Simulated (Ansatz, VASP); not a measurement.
**Cross-check of CaGaSiH between VASP and Ansatz**

One calculation is typed for both programs; each brings its own data sets. How far apart do they land? The cell is taken from a series of runs on this material, whose earlier steps may have relaxed, scaled, displaced or heated it; both programs get it as it stands.

Main program and level: Ansatz 0.2.0; plane waves, with VASP 6.6.1 beside it; dielectric response at LDA.

### Step 1. Starting point

Symmetry: P3m1, No. 156, trigonal system. Conventional cell: a = 4.091 Å, b = 4.091 Å, c = 4.763 Å, α = 90.00°, β = 90.00°, γ = 120.00°. Nearest to Ca lie 3 H at 2.39 Å and 3 Si at 3.14 Å and 3 Ga at 3.17 Å. Ga has 1 H at 1.75 Å and 3 Si at 2.43 Å nearest. Si has 3 Ga at 2.43 Å and 3 Ca at 3.14 Å nearest. Nearest to H lie 1 Ga at 1.75 Å and 3 Ca at 2.39 Å. Farther neighbours are not listed.

### Step 2. Ansatz: dielectric response, LDA

Ansatz runs on its default PAW (the set named soft_2) files.

The response to a field tests empty states and converges slowly with the mesh.

Contents of input.yaml:

```yaml
crystal:
  lattice:
    - [4.0911, 0.0, 0.0]
    - [-2.04555, 3.5429965294, 0.0]
    - [0.0, 0.0, 4.7628]
  atoms:
    - { symbol: Ca, position: [0.3333333333, 0.6666666667, 0.0] }
    - { symbol: Ga, position: [0.0, 0.0, 0.5568] }
    - { symbol: Si, position: [0.6666666667, 0.3333333333, 0.4337] }
    - { symbol: H, position: [0.0, 0.0, 0.925] }
kpoints:
  mp_grid: { grid: [6, 6, 4] }
hamiltonian:
  xc: lda
scf:
  occupations: { method: fixed }
dielectric: {}
```

Started as:

```sh
ansatz run input.yaml --threads 4 --pin off --max-ram 7372MiB --backend cpu --events-out ev --progress --plain --runs-dir out
```

Numbers of over 12 decimals in the logs are rounded to 6 here.

Output:

```text
Engine: ansatz 0.2.0, x86_64-unknown-linux-gnu
Pseudopotentials: kind: paw
Pseudopotential: Ca, paw, valence charge 10, recommended cutoff 420 eV (normal), Ca.paw.azcp
Pseudopotential: Ga, paw, valence charge 13, recommended cutoff 420 eV (normal), Ga.paw.azcp
Pseudopotential: Si, paw, valence charge 4, recommended cutoff 420 eV (normal), Si.paw.azcp
Pseudopotential: H, paw, valence charge 1, recommended cutoff 420 eV (normal), H.paw.azcp
Functional definition: SPW92
  exchange = slater_x
  correlation = pw_c
Crystal: 4 atoms, lattice volume = 69.036 Å³
Basis set: ecut = 420 eV, 1347 PW (Γ), exchange–correlation on 60×60×64 points (8 copies of the dense FFT grid, shifted against one another)
Bands: 18, of which v1, the nominal top of the filled ones, is band 14 counted from 1 (13 counted from 0)
Symmetry: 6 space group operations
k-points: 47 of 144 (irreducible under 2 space group operations, time reversal used)
Non-local potential: Ca, projectors of the file, l = 0: 3, l = 1: 2, l = 2: 2
Non-local potential: Ga, projectors of the file, l = 0: 2, l = 1: 2, l = 2: 3, l = 3: 1
Non-local potential: Si, projectors of the file, l = 0: 2, l = 1: 2, l = 2: 2
Non-local potential: H, projectors of the file, l = 0: 2, l = 1: 1
PAW form: soft (Blöchl's): semilocal exchange-correlation on the pseudo side does not see the compensation charge
PAW frozen core: Ca, regenerated for the run's functional, and the local potential with it (the file was generated under x = pbe(κ = 0.804, μ = 0.219515), c = pbe(β = 0.066725))
PAW frozen core: Ga, regenerated for the run's functional, and the local potential with it (the file was generated under x = pbe(κ = 0.804, μ = 0.219515), c = pbe(β = 0.066725))
PAW frozen core: Si, regenerated for the run's functional, and the local potential with it (the file was generated under x = pbe(κ = 0.804, μ = 0.219515), c = pbe(β = 0.066725))
PAW one-centre angular grid: Ca, 110 points (default); XC on 64 Gauss nodes
PAW one-centre angular grid: Ga, 590 points (default); XC on 64 Gauss nodes
PAW one-centre angular grid: Si, 110 points (default); XC on 64 Gauss nodes
PAW one-centre angular grid: H, 110 points (default); XC on 64 Gauss nodes
Initial density: superposition of atomic densities (neutral atoms: chi_scale 0, normalization atom), corrected by the library's trained network
Initial wavefunctions: pseudopotential atomic-orbital guess
Functional: x = slater, c = lda
SCF iter   1: F=—  HF=-6105.605889 eV  |F-HF|=—  |Δ(HF+E_count)|=         —  Δρ=7.90e-3  dr2=3.24e-2  ethr=1.77e-3  ⟨swp⟩=4.4  Hψ=3814  notcnv=0  defer=54
preconditioner: auto → Resta (q_TF=auto, 2.347 Å⁻¹)  ε∞=3.3  [insulator: Δε(μ)=0.013 eV  Ē_g=15.119 eV  n_scr=20 (ndim 8)  ℏωp=22.8 eV  f_vac=0.000  ε∞_Penn≈3.3]
SCF iter   2: F=—  HF=-6105.598065 eV  |F-HF|=—  |Δ(HF+E_count)|=   7.82e-3  Δρ=3.85e-3  dr2=7.94e-3  ethr=1.16e-4  ⟨swp⟩=2.0  Hψ=1323  notcnv=0  defer=91
SCF iter   3: F=—  HF=-6105.596070 eV  |F-HF|=—  |Δ(HF+E_count)|=   2.00e-3  Δρ=5.29e-4  dr2=1.75e-4  ethr=2.83e-5  ⟨swp⟩=2.3  Hψ=1196  notcnv=0  defer=91
SCF iter   4: F=—  HF=-6105.596050 eV  |F-HF|=—  |Δ(HF+E_count)|=   2.02e-5  Δρ=1.59e-4  dr2=1.69e-5  ethr=6.24e-7  ⟨swp⟩=2.0  Hψ=1551  notcnv=0  defer=92
SCF iter   5: F=—  HF=-6105.596051 eV  |F-HF|=—  |Δ(HF+E_count)|=   1.67e-6  Δρ=4.52e-5  dr2=1.61e-6  ethr=6.02e-8  ⟨swp⟩=2.0  Hψ=1312  notcnv=0  defer=19
SCF iter   6: F=—  HF=-6105.596050 eV  |F-HF|=—  |Δ(HF+E_count)|=   1.01e-6  Δρ=2.49e-5  dr2=2.87e-7  ethr=5.73e-9  ⟨swp⟩=2.0  Hψ=1316  notcnv=0  defer=11
SCF iter   7: F=—  HF=-6105.596050 eV  |F-HF|=—  |Δ(HF+E_count)|=   1.60e-7  Δρ=7.02e-6  dr2=3.06e-8  ethr=1.03e-9  ⟨swp⟩=2.2  Hψ=1278  notcnv=0  defer=11
SCF iter   8: F=—  HF=-6105.596050 eV  |F-HF|=—  |Δ(HF+E_count)|=   2.37e-9  Δρ=1.25e-6  dr2=1.12e-9  ethr=1.09e-10  ⟨swp⟩=2.8  Hψ=1297  notcnv=0  defer=11
SCF iter   9: F=-6105.596050 eV  HF=-6105.596050 eV  |F-HF|=3.27e-11  |Δ(HF+E_count)|=  4.09e-11  Δρ=2.31e-7  dr2=5.50e-11  ethr=1.00e-12  ⟨swp⟩=5.8  Hψ=3918  notcnv=0
SCF 1 converged in 9 iterations: F = -6105.596050 eV  dr2 = 5.50e-11
  greatest PAW one-centre occupation: 0.996 electrons in one spin orbital (limit 2), on the Ca atom at site 0 (counted from 0), in its partial waves of l = 0
NSCF: frozen V_eff on 29 k-points
DFPT response loops at Γ: preconditioner auto → Resta (q_TF=auto, 2.347 Å⁻¹)  ε∞=23.4 (no band partly filled); β = 1.00, the filter's whole step (`scf.mixing.beta` (0.50) is not read by the response loops at its default; to damp them type it under 1.00, their step now; it binds the ground state too); Broyden in place of MSR1
── the response to a field inside a basis, on 12×12×10 k-points: an SCF that follows is theirs, and a resumed run solves both again ──
Bands: 15, of which v1, the nominal top of the filled ones, is band 14 counted from 1 (13 counted from 0)
k-points: 390 of 1440 (irreducible under 2 space group operations, time reversal used)
Initial density: handed on by an earlier stage of this run
Initial wavefunctions: pseudopotential atomic-orbital guess (no wavefunctions were taken with the density)
Eigensolver: Dense (390 Hₖ)
SCF iter   1: F=—  HF=-6105.607839 eV  |F-HF|=—  |Δ(HF+E_count)|=         —  Δρ=4.18e-4  dr2=1.13e-4  ethr=1.00e-1
preconditioner: auto → Resta (q_TF=auto, 2.347 Å⁻¹)  ε∞=3.6  [insulator: Δε(μ)=0.217 eV  Ē_g=14.054 eV  n_scr=20 (ndim 8)  ℏωp=22.8 eV  f_vac=0.000  ε∞_Penn≈3.6]
SCF iter   2: F=—  HF=-6105.607818 eV  |F-HF|=—  |Δ(HF+E_count)|=   2.14e-5  Δρ=2.39e-4  dr2=3.89e-5  ethr=4.05e-7
SCF iter   3: F=—  HF=-6105.607809 eV  |F-HF|=—  |Δ(HF+E_count)|=   8.71e-6  Δρ=5.20e-5  dr2=1.46e-6  ethr=1.39e-7
SCF iter   4: F=—  HF=-6105.607808 eV  |F-HF|=—  |Δ(HF+E_count)|=   1.12e-6  Δρ=1.52e-5  dr2=2.17e-7  ethr=5.20e-9
SCF iter   5: F=-6105.607808 eV  HF=-6105.607808 eV  |F-HF|=2.66e-9  |Δ(HF+E_count)|=   4.52e-8  Δρ=4.39e-6  dr2=1.75e-8  ethr=7.75e-10
SCF 1 converged in 5 iterations: F = -6105.607808 eV  dr2 = 1.75e-8
DFPT response loops at Γ: preconditioner auto → Resta (q_TF=auto, 2.347 Å⁻¹)  ε∞=16.6 (no band partly filled); β = 1.00, the filter's whole step (`scf.mixing.beta` (0.50) is not read by the response loops at its default; to damp them type it under 1.00, their step now; it binds the ground state too); Broyden in place of MSR1
WARN: field response: inside a basis, on 12×12×10 points, no mesh in reach settles it: take ε∞, Z* and everything formed from them with what they may err, as stated (eps_inf_uncertainty, zstar_uncertainty_e), and compare with field_mesh: kpoints on a denser kpoints.mp_grid
SCF converged after 9 iterations
Free energy (F): -6105.596050 eV
Harris-Foulkes:  -6105.596050 eV  (|F-HF|=3.27e-11)
Internal energy: -6105.596050 eV  (E = F + TS)
E sigma→0 (E₀):  -6105.596050 eV
Fermi energy:    7.843302 eV
--- Per-component energies (eV) ---
  E_band       = -195.038013
  E_kinetic    = 446.974029
  E_local      = -2907.093839  (includes V_loc(G=0)·N_el)
  E_nonlocal   = 520.267434
  E_hartree    = 1256.762799
  E_xc         = -268.311103
  E_vxc        = -288.087525  (∫ρ·V_xc dr)
  E_paw        = -3214.010506  (= ΣΔE_a)
  E_vpaw       = -480.622447  (= ΣTr[D̂ρ^β])
  E_aug_tail   = -0.001272  (compensation charges beyond the density's cutoff)
  E_ewald      = -1942.279570
  E_core_change = 2.095976  (= ΣΔE_core)
  E_smearing   = -0.000000  (= −TS)
  E_closure    = 0.000000  (closes the sum)
  Σ components = -6105.596050   (vs F -6105.596050, Δ=0.00e0)
--- Band table (eV; the first three rows and the last of 47) ---
  k-point 0: bands = [... 10 lower, 3.0723, 5.4876, 6.9315, 6.9315, 8.7425, 10.6223, 10.6223, 11.1112]
  k-point 1: bands = [... 10 lower, 1.8512, 6.7444, 7.1656, 7.1656, 9.0626, 9.6208, 9.6208, 10.6118]
  k-point 2: bands = [... 10 lower, 0.9434, 7.4950, 7.4950, 7.8433, 9.0671, 9.0997, 9.0997, 10.0195]
  k-point 46: bands = [... 10 lower, 1.0361, 3.6424, 4.5944, 6.3471, 9.3669, 9.8665, 10.5554, 11.3324]
--- Dielectric response (ions clamped): 3 representative field directions + reference, inside a basis on a mesh of 1440 k-points (Σ response iterations 18) ---
  ε∞ (high-frequency dielectric tensor):
       17.288243     0.000000     0.000000
        0.000000    17.288243     0.000000
        0.000000     0.000000    14.208334
  Born effective charges Z* (e; rows j = field, columns β = displacement):
    site 0:
         2.34157    0.00000   -0.00000
         0.00000    2.34157   -0.00000
         0.00000   -0.00000    2.71647
    site 1:
         1.40357    0.00000    0.00000
         0.00000    1.40357    0.00000
        -0.00000    0.00000    1.22454
    site 2:
        -2.35051   -0.00000    0.00000
         0.00000   -2.35051   -0.00000
        -0.00000    0.00000   -2.10564
    site 3:
        -1.39463   -0.00000    0.00000
        -0.00000   -1.39463   -0.00000
         0.00000    0.00000   -1.83537
  Z* charge neutrality: 1.001e-2 e pre-enforcement
  solved inside a basis spanned on kpoints, on 12×12×10 k-points, which do not settle them: ε∞ is read to err by 1.4e-1, Z* by 3.7e-2 e (field_mesh: kpoints solves on kpoints); Z* is corrected for what the basis lacks
```

(Continued in part 2 of 2.)

[Lines on the potential files, build, host, timing and source positions are cut from VASP's logs without a mark.]

[Logs are printed without paths, hosts, clocks, repeated set-up lines and the standing remarks that a program may print on its own settings, such as how far it seeks lower states.]

[Hosts, paths, dates, database ids (printed as entryN), source tags and the programs' standing remarks are cut or masked in the printed files.]
